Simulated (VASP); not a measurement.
**InAs: relaxation of cell and atoms with PBEsol**

Crystal: InAs.

```
In As
1.0
     0.00000    3.01800    3.01800
     3.01800    0.00000    3.01800
     3.01800    3.01800    0.00000
In As
1 1
Direct
  0.00000 0.00000 0.00000
  0.25000 0.25000 0.25000
```

```json
{"Program": "VASP 6.6.1", "Task": "relaxation of cell and atoms", "Functional": "PBEsol", "Potentials or basis": "VASP PAW PBE potentials, release 64 (In_d, As)", "Cutoff": "600 eV", "k mesh": "10 × 10 × 10", "Occupations": "gaussian, width 0.03 eV", "Spin": "no spin polarisation", "Further INCAR settings": "ALGO = Normal; EDIFF = 1e-06; IBRION = 2; EDIFFG = -0.01; NSW = 90; ISIF = 3"}
```

The relaxed volume is 28.25 Å³/atom, the relaxed cell is a = 4.307 Å, b = 4.307 Å, c = 4.307 Å, α = 60.00°, β = 60.00°, γ = 60.00° and the space group after relaxing (to 0.05 Å) is F-43m (No. 216). The energy gained by relaxing is 3.7 meV/atom and the ionic steps are 3. The pressure after relaxing is 0.0 GPa and the band gap on the k mesh is none (metal or under the smearing width).

The path:
```csv
step,energy change (eV),largest force (eV/Å),pressure (GPa),volume (Å³)
1,0.0000,0.0000,1.62,54.98
2,-0.0059,0.0000,-0.70,57.21
3,-0.0075,0.0000,0.01,56.49
```

Final structure:
```yaml
crystal:
  lattice:
    - [0.00000, 3.04545, 3.04545]
    - [3.04545, 0.00000, 3.04545]
    - [3.04545, 3.04545, 0.00000]
  atoms:
    - { symbol: In, position: [0.00000, 0.00000, 0.00000] }
    - { symbol: As, position: [0.25000, 0.25000, 0.25000] }
```

Levels at points of the mesh, in eV from the Fermi level:
```tsv
k point	band 7	band 8	band 9	band 10	band 11	band 12
(0.00, 0.00, 0.00)	-0.40	-0.01	-0.01	-0.01	3.84	3.84
(0.50, 0.00, 0.00)	-5.71	-0.97	-0.97	0.82	4.60	4.60
(0.50, 0.50, 0.00)	-5.80	-2.28	-2.28	1.47	1.97	8.93
```

Wall time 19 s on 4 MPI ranks on Intel(R) Xeon(R) 6975P-C (Granite Rapids), on a shared host, peak memory 0.24 GiB a rank.

Caveat: the PAW data sets were made with another functional, which shifts forces and pressure a little; this crystal is a semiconductor, whose small gap the functional closes, so the metal is an error of the method. Zero-point motion and thermal expansion aren't in these numbers.
